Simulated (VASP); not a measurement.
Data:

```xyz
3
Lattice="1.7995 -3.1168 0.0000 1.7995 3.1168 0.0000 0.0000 0.0000 5.8268" Properties=species:S:1:pos:R:3 pbc="T T T"
Hf     1.7995    -3.1168     5.8268
S      1.7995     1.0389     1.4532
S      1.7995    -1.0389     4.3736
```

Method: vdW-DF-cx, VASP's PBE PAW potentials (set 64) (plane waves; VASP). Settings: 520 eV cut-off, Gaussian smearing of 0.050 eV, potentials Hf_pv S.

Unless said otherwise, spin-orbit coupling is left out, though it shifts the bands of the heavy elements here.

Task: What does the run give for the band gap (along the path) with the smallest direct gap where there is one?

Result: 
```yaml
band gap (along the path): 0.89 eV
smallest direct gap (along the path): 1.83 eV
```

The absolute energy has meaning only against runs of the same code, potentials and settings.

The compound is HfS2 in the 1T layered structure. It was relaxed first.
